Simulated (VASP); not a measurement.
Given:

```
CELL_PARAMETERS angstrom
      0.00000     2.47732     2.47732
      2.47732     0.00000     2.47732
      2.47732     2.47732     0.00000
ATOMIC_POSITIONS crystal
  B  0.00000 0.00000 0.00000
  Bi 0.25000 0.25000 0.25000
```

All values below come from PBEsol GGA, VASP's PBE PAW potentials (set 64) (plane waves; VASP). Numerical set-up: 620 eV cut-off, 9×9×9 Γ-centred mesh, Gaussian smearing of 0.050 eV, potentials B Bi_d.

Problem. Estimate the energy per atom (σ→0), pressure.

Solution. 
```yaml
energy per atom (σ→0): -4.333 eV/atom
pressure: 448.4 kbar
```

Only differences to runs with the same potentials and settings are physical.

The structure was generated: BBi was put into the zinc blende type (F-43m), which need not be its known phase. It was relaxed first under an external pressure of 45 GPa.
